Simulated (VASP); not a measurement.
These are TPSS meta-GGA, VASP's PBE PAW potentials (set 64) (plane waves; VASP) values and carry that method's errors.

A VASP calculation is set up with these files.

### POSCAR
```
MgO
2.960360
  0.0000000000   0.7071068982   0.7071068982
  0.7071068982   0.0000000000   0.7071068982
  0.7071068982   0.7071068982   0.0000000000
Mg O
1 1
Cartesian
  0.0000000000   0.0000000000   0.0000000000
  0.7071068982   0.7071068982   0.7071068982
```

**INCAR**
```
# general
SYSTEM =MgO
PREC   =Accurate
ENCUT  =520   # plane-wave cut-off (eV)
LREAL  =F   # projection in real space or not
LASPH  =T   # aspherical one-centre terms

# electronic loop
EDIFF  =1E-7
NELM   =100   # most electronic steps
ALGO   =Normal   # blocked Davidson
LMIXTAU=T

# smearing
ISMEAR =0   # Gaussian
SIGMA  =0.05   # width (eV)

# functional
METAGGA=TPSS

# ions
ISIF   =2   # forces and stress, cell fixed

# output
LWAVE  =F
LCHARG =F
```

**KPOINTS**
```
Automatic mesh
0
Gamma
11 11 11
0 0 0
```

POTCAR, in this order: Mg O (PBE.64 set). Program: vasp_std.

Q: Estimate the energy per atom (σ→0), pressure, band gap (on the k-mesh).

A: 
| Quantity | Result |
|---|---|
| energy per atom (σ→0) | -9.072 eV/atom |
| band gap (on the k-mesh) | 5.00 eV |
| pressure | 51.5 kbar |

OSZICAR:
```
...
DAV:  16    -0.181441457785E+02    0.37772E-04   -0.31934E-05   944   0.669E-02    0.184E-02
DAV:  17    -0.181442048642E+02   -0.59086E-04   -0.30764E-06   928   0.312E-02    0.387E-03
DAV:  18    -0.181441961212E+02    0.87430E-05   -0.15658E-06  1064   0.111E-02    0.941E-04
DAV:  19    -0.181441974636E+02   -0.13424E-05   -0.43599E-08   560   0.313E-03    0.859E-04
DAV:  20    -0.181441972383E+02    0.22529E-06   -0.64777E-08   520   0.211E-03    0.102E-04
DAV:  21    -0.181441973514E+02   -0.11307E-06   -0.40559E-09   472   0.879E-04    0.501E-05
DAV:  22    -0.181441973312E+02    0.20126E-07   -0.24850E-10   520   0.214E-04
   1 F= -.18144197E+02 E0= -.18144197E+02  d E =-.606723E-22
```

The compound is MgO in the rock salt structure. This cell is one point of a volume scan, at 0.97 of the reference volume.
